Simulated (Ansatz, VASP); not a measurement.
# InAs: VASP beside Ansatz, part 2 of 2

One calculation is typed for both programs; each brings its own data sets. How far apart do they land? The cell is taken from a series of runs on this material, whose earlier steps may have relaxed, scaled, displaced or heated it; both programs get it as it stands.

VASP 6.6.1 and Ansatz 0.2.0.

So far. Step 2 (VASP: single point, HSE06): The run ends at a pressure of 2.01 GPa.

**3. Ansatz: single point, HSE06**

Level of this step: Ansatz beside VASP: Kohn-Sham DFT, plane waves, HSE06 (Ansatz).

Ansatz runs on PAW files that the input asks for by source.

The same cell, functional, mesh and smearing now go to Ansatz, which takes its cutoff from its data sets.

input.yaml

```yaml
crystal:
  lattice:
    - [0.0, 3.018, 3.018]
    - [3.018, 0.0, 3.018]
    - [3.018, 3.018, 0.0]
  atoms:
    - { symbol: In, position: [0.0, 0.0, 0.0] }
    - { symbol: As, position: [0.75, 0.75, 0.75] }
kpoints:
  mp_grid: { grid: [6, 6, 6] }
scf:
  occupations: { method: fermi_dirac, width: 0.02 }
  n_extra_bands: 8
hamiltonian:
  xc: hse06
  pseudopotentials: { kind: paw, source: ansatz }
output:
  forces: true
  core_levels: { shells: { As: ["3d"], In: ["4d"] }, add_spin: false }
```

On the command line:

```
$ ansatz run input.yaml --threads 4 --pin off --max-ram 8192MiB --backend cpu --events-out ev --progress --plain --runs-dir out
```

Numbers of over 12 decimals in the logs are rounded to 6 here.

What it wrote:

```text
scf.n_extra_bands = 8 over 18 filled bands (N_el = 36.0): the run solves 26 bands
Engine: ansatz 0.2.0, aarch64-unknown-linux-gnu
Pseudopotentials: kind: paw
Pseudopotential: In, paw, valence charge 21, recommended cutoff 710 eV (normal), In.paw.azcp
Pseudopotential: As, paw, valence charge 15, recommended cutoff 550 eV (normal), As.paw.azcp
Functional definition: HSE06
  parameter a = 0.25
  parameter omega = 0.11/bohr
  exchange = pbe_x - a*pbe_x_sr(omega) + a*exact_x_sr(omega)
  correlation = pbe_c
Crystal: 2 atoms, lattice volume = 54.978 Å³
Basis set: ecut = 710 eV, 2397 PW (Γ), exchange–correlation on 80×80×80 points (8 copies of the dense FFT grid, shifted against one another)
Bands: 26, of which v1, the nominal top of the filled ones, is band 18 counted from 1 (17 counted from 0)
Symmetry: 24 space group operations
Space group: F-43m (ITA 216), of the structure as read, at distance tolerance 3.8e-5 Å
k-points: 16 of 216 (time reversal used)
Non-local potential: In, projectors of the file, l = 0: 3, l = 1: 3, l = 2: 2, l = 3: 2
Non-local potential: As, projectors of the file, l = 0: 2, l = 1: 2, l = 2: 3, l = 3: 1
PAW form: soft (Blöchl's): semilocal exchange-correlation on the pseudo side does not see the compensation charge
PAW frozen core: In, regenerated for the run's functional, and the local potential with it (the file was generated under x = pbe(κ = 0.804, μ = 0.219515), c = pbe(β = 0.066725))
PAW frozen core: As, regenerated for the run's functional, and the local potential with it (the file was generated under x = pbe(κ = 0.804, μ = 0.219515), c = pbe(β = 0.066725))
PAW one-centre angular grid: In, 590 points (default); XC on 64 Gauss nodes
PAW one-centre angular grid: As, 590 points (default); XC on 64 Gauss nodes
Initial density: superposition of atomic densities (chi_scale 0.1, normalization cell, long waves kept (reshape's long-wave potential 0.00 eV rms))
Initial wavefunctions: pseudopotential atomic-orbital guess
Functional: x = pbe(κ = 0.804, μ = 0.219515), c = pbe(β = 0.066725), warm-up for x = pbe(κ = 0.804, μ = 0.219515) + 0.25 (exact − pbe) at short range (hse, ω = 0.207870 Å⁻¹), c = pbe(β = 0.066725); HSE06 as pw.x's `hse` composes it (authors' and Libxc's form: `xc: wpbeh`)
SCF iter   1: F=—  HF=-13823.925336 eV  |F-HF|=—  |Δ(HF+E_count)|=         —  Δρ=3.52e-2  dr2=4.74e-1  ethr=1.00e-1  ⟨swp⟩=6.8  Hψ=1216  notcnv=0
preconditioner: auto → none  [insulator: Δε(μ)=1.049 eV  Ē_g=17.950 eV  σ=0.020 eV  W_gap=0.67  n_scr=14 (ndim 8)  ℏωp=21.2 eV  f_vac=0.065  D(μ)=0.31/eV (n_scr^D=0)]
SCF iter   2: F=—  HF=-13823.841214 eV  |F-HF|=—  |Δ(HF+E_count)|=   8.41e-2  Δρ=1.40e-2  dr2=7.70e-2  ethr=1.32e-3  ⟨swp⟩=4.8  Hψ=1104  notcnv=0  defer=8
SCF iter   3: F=—  HF=-13823.829048 eV  |F-HF|=—  |Δ(HF+E_count)|=   1.22e-2  Δρ=5.56e-3  dr2=1.20e-2  ethr=2.14e-4  ⟨swp⟩=3.4  Hψ=964  notcnv=0  defer=4
iter 4 solved again at ethr=8.43e-7 eV; its pass at ethr=3.33e-5 eV (dr2=3.04e-4 eV) is discarded
SCF iter   4: F=—  HF=-13823.826571 eV  |F-HF|=—  |Δ(HF+E_count)|=   2.48e-3  Δρ=8.96e-4  dr2=3.03e-4  ethr=8.43e-7  ⟨swp⟩=2.9  Hψ=1936  notcnv=0
SCF iter   5: F=—  HF=-13823.826601 eV  |F-HF|=—  |Δ(HF+E_count)|=   3.07e-5  Δρ=3.51e-4  dr2=2.32e-5  ethr=8.42e-7  ⟨swp⟩=3.0  Hψ=858  notcnv=0
SCF iter   6: F=—  HF=-13823.826632 eV  |F-HF|=—  |Δ(HF+E_count)|=   3.03e-5  Δρ=6.03e-5  dr2=1.13e-6  ethr=6.43e-8  ⟨swp⟩=3.0  Hψ=795  notcnv=0
SCF iter   7: F=—  HF=-13823.826632 eV  |F-HF|=—  |Δ(HF+E_count)|=   1.73e-7  Δρ=8.86e-6  dr2=1.77e-8  ethr=3.14e-9  ⟨swp⟩=3.0  Hψ=934  notcnv=0
SCF iter   8: F=—  HF=-13823.826632 eV  |F-HF|=—  |Δ(HF+E_count)|=   7.00e-9  Δρ=2.71e-6  dr2=2.17e-9  ethr=4.91e-11  ⟨swp⟩=3.0  Hψ=996  notcnv=0
SCF iter   9: F=-13823.826632 eV  HF=-13823.826632 eV  |F-HF|=9.46e-11  |Δ(HF+E_count)|=   4.55e-9  Δρ=3.35e-7  dr2=4.05e-11  ethr=6.04e-12  ⟨swp⟩=3.0  Hψ=771  notcnv=0
SCF 1 converged in 9 iterations: F = -13823.826632 eV  dr2 = 4.05e-11
  greatest PAW one-centre occupation: 0.995 electrons in one spin orbital (limit 2), on the In atom at site 0 (counted from 0), in its partial waves of l = 0
Initial density: handed on by an earlier stage of this run
Initial wavefunctions: those handed on with the density
Functional: x = pbe(κ = 0.804, μ = 0.219515) + 0.25 (exact − pbe) at short range (hse, ω = 0.207870 Å⁻¹), c = pbe(β = 0.066725); HSE06 as pw.x's `hse` composes it (authors' and Libxc's form: `xc: wpbeh`)
Exchange kernel: α = 0.2500, screened, ω = 0.2079 Å⁻¹, Wigner–Seitz truncation, v(0) = 1046.8231 eV·Å³, q-mesh 6×6×6, nearest image of the exchange supercell L = 25.61 Å, pair-density grid 24×24×24, without the augmentation charges, whose exchange is taken in its separable form by FFT convolution over the k-point mesh (sized by the pseudopotential files, 32×32×32 at the most), smooth part of the exact exchange by density-matrix convolution
Frozen-core exchange: fock
iter 1 solved again at ethr=3.59e-5 eV; its pass at ethr=1.00e-1 eV (dr2=1.29e-2 eV) is discarded
SCF iter   1: F=—  HF=-13829.033098 eV  |F-HF|=—  |Δ(HF+E_count)|=         —  Δρ=7.21e-3  dr2=1.49e-2  ethr=3.59e-5  ⟨swp⟩=4.6  Hψ=1978  notcnv=0
preconditioner: auto → none  [insulator: Δε(μ)=0.459 eV  Ē_g=19.818 eV  σ=0.020 eV  W_gap=1.00  n_scr=14 (ndim 8)  ℏωp=21.2 eV  f_vac=0.156  D(μ)=0.00/eV (n_scr^D=0)]
SCF iter   2: F=—  HF=-13829.024486 eV  |F-HF|=—  |Δ(HF+E_count)|=   8.61e-3  Δρ=2.62e-3  dr2=1.96e-3  ethr=3.59e-5  ⟨swp⟩=3.0  Hψ=1067  notcnv=0
SCF iter   3: F=—  HF=-13829.033208 eV  |F-HF|=—  |Δ(HF+E_count)|=   8.72e-3  Δρ=1.68e-3  dr2=6.54e-4  ethr=3.18e-6  ⟨swp⟩=3.3  Hψ=1106  notcnv=0
SCF iter   4: F=—  HF=-13829.033084 eV  |F-HF|=—  |Δ(HF+E_count)|=   1.24e-4  Δρ=5.88e-4  dr2=9.25e-5  ethr=1.75e-6  ⟨swp⟩=2.0  Hψ=704  notcnv=0
SCF iter   5: F=—  HF=-13829.033078 eV  |F-HF|=—  |Δ(HF+E_count)|=   5.88e-6  Δρ=2.61e-5  dr2=1.60e-5  ethr=1.91e-7  ⟨swp⟩=2.0  Hψ=704  notcnv=0
SCF iter   6: F=-13829.033194 eV  HF=-13829.033198 eV  |F-HF|=3.66e-6  |Δ(HF+E_count)|=   1.20e-4  Δρ=1.06e-4  dr2=6.24e-6  ethr=3.50e-10  ⟨swp⟩=4.6  Hψ=1574  notcnv=0
SCF 2 stopped early in 6 iterations: F = -13829.033194 eV  dr2 = 6.24e-6
  greatest PAW one-centre occupation: 0.995 electrons in one spin orbital (limit 2), on the As atom at site 1 (counted from 0), in its partial waves of l = 2
hybrid outer 1: dexx = +1.017e-2 eV, tail = 3.39e-5 eV
Exchange kernel: α = 0.2500, screened, ω = 0.2079 Å⁻¹, Wigner–Seitz truncation, v(0) = 1046.8231 eV·Å³, q-mesh 6×6×6, nearest image of the exchange supercell L = 25.61 Å, pair-density grid 24×24×24, without the augmentation charges, whose exchange is taken in its separable form by FFT convolution over the k-point mesh (sized by the pseudopotential files, 32×32×32 at the most), smooth part of the exact exchange by density-matrix convolution
Frozen-core exchange: fock
SCF iter   1: F=—  HF=-13829.033378 eV  |F-HF|=—  |Δ(HF+E_count)|=         —  Δρ=4.57e-5  dr2=2.60e-6  ethr=4.71e-7  ⟨swp⟩=3.4  Hψ=864  notcnv=0
preconditioner: auto → none  [insulator: Δε(μ)=0.572 eV  Ē_g=19.789 eV  σ=0.020 eV  W_gap=1.00  n_scr=14 (ndim 8)  ℏωp=21.2 eV  f_vac=0.158  D(μ)=0.00/eV (n_scr^D=0)]
SCF iter   2: F=—  HF=-13829.033377 eV  |F-HF|=—  |Δ(HF+E_count)|=   6.16e-7  Δρ=2.41e-5  dr2=1.88e-7  ethr=5.44e-9  ⟨swp⟩=3.1  Hψ=877  notcnv=0
SCF iter   3: F=-13829.033377 eV  HF=-13829.033377 eV  |F-HF|=3.42e-9  |Δ(HF+E_count)|=   6.52e-8  Δρ=9.37e-6  dr2=5.64e-8  ethr=4.13e-10  ⟨swp⟩=3.1  Hψ=921  notcnv=0
SCF 3 converged in 3 iterations: F = -13829.033377 eV  dr2 = 5.64e-8
  Residual-converged pass: ⟨swp⟩=3.0  Hψ=745  notcnv=0  max |occ|·‖R‖ = 6.4e-6 eV (tolerance 6.7e-6 eV)  dr2=5.66e-8  dr2_onsite=6.59e-9  max |Δocc| = 4.4e-16
hybrid outer 2: dexx = +2.234e-7 eV, tail = 1.28e-7 eV, Δε = 9.77e-3 eV (about 1.08e-3 eV left of the loop's levels)
── core hole 1/2: 4d of In 0 ──
── 4d of In 0: 7.459 eV over the cell without the hole, in 18 iterations ──
── core hole 2/2: 3d of As 1 ──
── 3d of As 1: 31.014 eV over the cell without the hole, in 16 iterations ──
hybrid SCF converged: 2 outer / 9 inner (+9 warm-up), last move |dexx| = 2.23e-7 eV, tail = 1.28e-7 eV
Stability not checked: this state was not tested for a lower state beside it, because the functional holds exact exchange (a hybrid, or Hartree-Fock), whose exchange loop this test does not read (fock_operator; see scf.lower_state_search)
Free energy (F): -13829.033377 eV
Frozen-core exchange: fock
Harris-Foulkes:  -13829.033377 eV  (|F-HF|=3.42e-9)
Internal energy: -13829.033377 eV  (E = F + TS)
E sigma→0 (E₀):  -13829.033377 eV
Fermi energy:    8.724249 eV
--- Per-component energies (eV) ---
  E_band       = -993.930951
  E_kinetic    = 1063.681216
  E_local      = -8865.672511  (includes V_loc(G=0)·N_el)
  E_nonlocal   = 1504.683186
  E_hartree    = 3260.369859
  E_xc         = -293.696672
  E_vxc        = -316.413683  (∫ρ·V_xc dr)
  E_exx        = -157.382136  (= α·E_x^exact, valence–valence)
  E_paw        = -6094.723596  (= ΣΔE_a)
  E_vpaw       = -586.182733  (= ΣTr[D̂ρ^β])
  E_aug_tail   = 0.000166  (compensation charges beyond the density's cutoff)
  E_ewald      = -4244.910761
  E_core_change = -1.382129  (= ΣΔE_core)
  E_smearing   = -0.000000  (= −TS)
  E_closure    = -0.000000  (closes the sum)
  Σ components = -13829.033377   (vs F -13829.033377, Δ=0.00e0)
--- Forces (eV/Å), atoms counted from 1 ---
  atom   1  In    -0.00000000     0.00000000     0.00000000
  atom   2  As     0.00000000    -0.00000000    -0.00000000
  max |Σ_I F_I| component: 7.40e-17 eV/Å
--- Band table (eV; the first three rows and the last of 16) ---
  k-point 0: bands = [... 14 lower, -4.6333, 8.4276, 8.4276, 8.4276, 8.9991, 13.0976, 13.0976, 13.0976, ... 1 higher]
  k-point 1: bands = [... 14 lower, -4.3235, 5.8759, 8.0893, 8.0893, 10.3826, 13.5322, 13.5780, 13.5780, ... 1 higher]
  k-point 2: bands = [... 14 lower, -3.5449, 3.3119, 7.5625, 7.5625, 10.2571, 13.9473, 13.9473, 15.5087, ... 1 higher]
  k-point 15: bands = [... 14 lower, -2.3466, 2.2037, 5.3465, 5.4283, 12.1716, 12.6692, 15.8283, 16.3542, ... 1 higher]
  guard bands above this table: 3 of the run's 26 bands. The solve was not asked for them (output.publish_guard_bands: true or output.eigenvalues: true publishes all)
--- Core levels from the valence top, as differences alone (the bands leave a gap at the count of the electrons; a hole's nearest image at 4.3 Å) ---
  the holes have no spin, as output.core_levels.add_spin types it
  atom         alike  shell      binding/eV   shift/eV difference/eV images/eV   SCF
  In 0             1     4d               –     +0.000         7.459         –    18
  As 1             1     3d               –     +0.000        31.014         –    16
  the dataset of In with a 4d hole: scattering error 0.004 eV; free atom: Dirac core, large and small components
  the two lines of In's 4d: 4d3/2 +0.501 eV and 4d5/2 -0.334 eV off its levels, 2 : 3 in strength
  the dataset of As with a 3d hole: scattering error 0.001 eV; free atom: Dirac core, large and small components
  the two lines of As's 3d: 3d3/2 +0.411 eV and 3d5/2 -0.274 eV off its levels, 2 : 3 in strength
  In 0 4d: filled_band_counts_differ_across_k_points
  the highest filled level without a hole stands at 8.4276 eV, at the point (0.0000, 0.0000, 0.0000)
  the images' leading term is +5.4689 eV over the dielectric constant and drops out of the shifts between sites that screen alike; how each hole's potential is aligned does not: type output.core_levels.eps_inf
```

The column dr2 measures how far the density is from self-consistency, as an energy; F and HF (Harris–Foulkes) agree once it is small.

**4. Differences**

Known differences besides the potentials themselves: exact exchange at q = 0 is treated differently, which shows on coarse meshes; VASP keeps PBE cores, Ansatz makes them for the functional; the data sets hold 36 valence electrons in Ansatz (on PAW files that the input asks for by source) and 18 in VASP; the cutoff is 710 eV in Ansatz and 400 eV in VASP; VASP takes a coarser grid for exact exchange (PRECFOCK = Fast). Total energies have different zeros and are not compared.

The two programs side by side:

| quantity | Ansatz | VASP | difference |
| --- | --- | --- | --- |
| gap on the k mesh (eV) | 0.571 | 0.571 | +0.001 |

A gap on the mesh is an upper bound, since the band edges may lie between its points.

**5. Outcome**

```
difference in gap on the k mesh (single point, HSE06) : 5.4e-4 eV
```

**Reading.** The difference in gap on the k mesh is 5.4e-4 eV (single point, HSE06), within the 0.08 eV picked in this series as the mark of a large difference. The data sets hold unlike numbers of valence electrons (36 in Ansatz and 18 in VASP), so part of the differences comes from the potentials. How closely two codes agree says nothing of how well the functional describes the real material.

[Lines on the potential files, build, host, timing and source positions are cut from VASP's logs without a mark.]

[Logs are printed without paths, hosts, clocks, repeated set-up lines and the standing remarks that a program may print on its own settings, such as how far it seeks lower states.]

[Hosts, paths, dates, database ids (printed as entryN), source tags and the programs' standing remarks are cut or masked in the printed files.]
